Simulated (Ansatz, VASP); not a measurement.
# One calculation of CsHgH3, two programs

```xyz
5
Lattice="4.3186 0.0000 0.0000 0.0000 4.3186 0.0000 0.0000 0.0000 4.3186" Properties=species:S:1:pos:R:3 pbc="T T T"
Cs    0.0000    0.0000    0.0000
Hg    2.1593    2.1593    2.1593
H     0.0000    2.1593    2.1593
H     2.1593    2.1593    0.0000
H     2.1593    0.0000    2.1593
```

Alike in both runs: task relaxation of cell and atoms; functional PBE; k mesh 10 × 10 × 10; occupations gaussian, width 0.1 eV; no spin polarisation.

```csv
,VASP,Ansatz
version,VASP 6.6.1,Ansatz 0.2.0
potentials or method,"VASP PAW PBE potentials, release 64 (Cs_sv, Hg, H)","scalar-relativistic, plane waves, PAW"
plane-wave cutoff (eV),600,420
valence electrons in the cell,24,32
```

Ansatz gave:

* gap on the k mesh at the Fermi level, each at its own relaxed structure (eV): none
* relaxed volume (Å³/atom): 16.11
* relaxed cell length with the largest relative difference (Å): 4.319

Question: What did VASP give for the same quantities?

Answer: gap on the k mesh at the Fermi level, each at its own relaxed structure (eV): none; relaxed volume (Å³/atom): 16.16; relaxed cell length with the largest relative difference (Å): 4.323.

A gap of «none» marks a metal or a gap that the smearing closes. The two sets of potentials don't hold the same shells in valence.

Spin-orbit coupling is left out, which matters for the levels of Cs, Hg.
